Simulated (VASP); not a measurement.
Computed with PBE GGA, VASP's PBE PAW potentials (set 64) (plane waves; VASP).

A VASP calculation is set up with these files.

### POSCAR
```
SiC
1
    0.0000000000     2.1578639159     2.1578639159
    2.1578639159    -0.0000000000     2.1578639159
    2.1578639159     2.1578639159    -0.0000000000
Si C
1 1
Direct
  0.0000000000   0.0000000000   0.0000000000
  0.2500000000   0.2500000000   0.2500000000
```

INCAR:
```
# general
SYSTEM =SiC
PREC   =Accurate
ENCUT  =620
LREAL  =.FALSE.
LASPH  =.TRUE.

# electronic loop
EDIFF  =1E-6
NELM   =100
ALGO   =Normal

# smearing
ISMEAR =0
SIGMA  =0.05

# functional
GGA    =PE

# ions
IBRION =2
NSW    =40
ISIF   =3
EDIFFG =-0.02
PSTRESS=100

# output
LWAVE  =.FALSE.
LCHARG =.FALSE.
```

File KPOINTS:
```
Automatic mesh
0
Gamma
11 11 11
0 0 0
```

POTCAR, in this order: Si C (PBE.64 set). Program: vasp_std.

Task: What will the output report for the number of irreducible k-points (NKPTS), largest plane-wave count, number of space-group operations, FFT grid (NGX, NGY, NGZ)?

Result: 
```json
{
 "number of irreducible k-points (NKPTS)": "56",
 "largest_plane_wave_count": "725",
 "number_of_space_group_operations": "24",
 "FFT grid (NGX, NGY, NGZ)": "28 × 28 × 28"
}
```

The compound is SiC in the zinc blende structure. It was relaxed first under an external pressure of 10 GPa.
